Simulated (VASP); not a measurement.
An input for Ansatz (written as the equivalent of a VASP run, and not itself run):

Ansatz 0.2 input:
```yaml
crystal:
  lattice:
    - [0.0000000, 2.8361972, 2.8361972]
    - [2.8361972, 0.0000000, 2.8361972]
    - [11.3337172, 11.3337172, 0.0110716]
  atoms:
    - { symbol: Ga, position: [0.9997618, 0.9997618, 0.0001787] }
    - { symbol: Ga, position: [0.0002570, 0.0002570, 0.2498072] }
    - { symbol: As, position: [0.2499619, 0.2499619, 0.0625286] }
    - { symbol: As, position: [0.2502341, 0.2502341, 0.3123244] }
    - { symbol: As, position: [0.2502347, 0.2502347, 0.5623239] }
    - { symbol: As, position: [0.2500617, 0.2500617, 0.8124537] }
    - { symbol: Al, position: [0.9999234, 0.9999234, 0.5000575] }
    - { symbol: Al, position: [0.9995654, 0.9995654, 0.7503260] }
kpoints:
  mp_grid: { grid: [8, 8, 2] }
hamiltonian:
  xc: pbesol
  pseudopotentials: { kind: paw }
scf:
  occupations: { method: tetrahedron }
  max_iter: 100
output: { forces: true, stress: true, eigenvalues: true }
```

### Question
Write the VASP files for the same calculation (PBEsol).

### Answer
Several could match; the one computed here: 
### POSCAR
```
Al2Ga2As4
22.6674340
  0.0000000000   0.1251221120   0.1251221120
  0.1251221120   0.0000000000   0.1251221120
  0.5000000103   0.5000000103   0.0004884375
Ga As Al
2 4 2
Cartesian
  0.1251816336   0.1251816336   0.2501847023
  0.1249357837   0.1249357837   0.0001863282
  0.0625400536   0.0625400536   0.0625820583
  0.1874720367   0.1874720367   0.0627721873
  0.3124718767   0.3124718767   0.0628944592
  0.4375151084   0.4375151084   0.0629733395
  0.3751412617   0.3751412617   0.2504692982
  0.5002307270   0.5002307270   0.2505019448
```

### INCAR
```
! general
SYSTEM =Al2Ga2As4
PREC   =Accurate
ENCUT  =400
LREAL  =.False.
LASPH  =.True.

! electronic loop
EDIFF  =1E-7
NELM   =100
ALGO   =Normal
LMAXMIX=4

! smearing
ISMEAR =-5

! functional
GGA    =PS

! ions
ISIF   =2

! output
LWAVE  =.False.
LCHARG =.True.
LORBIT =11
NEDOS  =601

! other
LEFG   =.True.
```

KPOINTS:
```
Automatic mesh
0
Gamma
8 8 2
0 0 0
```

POTCAR, in this order: Ga_d As Al (PBE.64 set). Program: vasp_std.

The two are equivalent in intent, not identical: each code has its own PAW files, so the cut-off isn't converted (ENCUT is set for VASP's; basis.ecutwfc is left out, and Ansatz then takes the one that its files recommend); Ansatz stops its SCF on the density residual and VASP on the energy change (EDIFF); the field gradients of LEFG aren't asked of the other code.

The structure was generated: Al2Ga2As4 was put into an ordered model structure (R3m), which need not be its known phase. It was relaxed first.
